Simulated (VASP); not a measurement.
Energy against volume of As (a7). Method: vdW-DF-cx, VASP's PBE PAW potentials (set 64) (plane waves; VASP). Settings: 520 eV cut-off, 12×12×12 Γ-centred mesh, first-order Methfessel-Paxton smearing of 0.10 eV, potentials As.

Shape and ions are relaxed at each volume.

```tsv
V (Å³/atom)	E (eV/atom)
20.652	-3.30523
21.291	-3.30864
21.930	-3.30592
22.568	-3.29869
```

Q: Fit these four points and predict the energy of the run at 20.013 Å³/atom.

A: A cubic in V^(−2/3), the third-order Birch-Murnaghan form, passes through the four points with V0 = 21.30 Å³/atom and B0 = 51 GPa, and gives -3.2937 eV/atom there. The run gave -3.2941 eV/atom, -0.4 meV/atom from the fit; all five points give B0 = 50 GPa.

The compound is As in the a7 structure. It was relaxed first.
